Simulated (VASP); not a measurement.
```
Pt
1.0
    0.00000     1.99167     1.99167
    1.99167     0.00000     1.99167
    1.99167     1.99167     0.00000
Pt
1
Direct
  0.00000   0.00000   0.00000
```

Computed with TPSS meta-GGA, VASP's PBE PAW potentials (set 64) (plane waves; VASP 6.6.1). Numerical set-up: 520 eV cut-off, 16×16×16 Γ-centred mesh, first-order Methfessel-Paxton smearing of 0.10 eV, potentials Pt.

Question: Give the stress tensor in GPa (positive for a compressed cell).

Answer: 
```
-7.45   0.00   0.00
 0.00  -7.45   0.00
 0.00   0.00  -7.45
```
The pressure is its mean diagonal, -7.45 GPa.

The compound is Pt in the fcc structure. This cell is one point of a volume scan, at 1.03 of the reference volume.
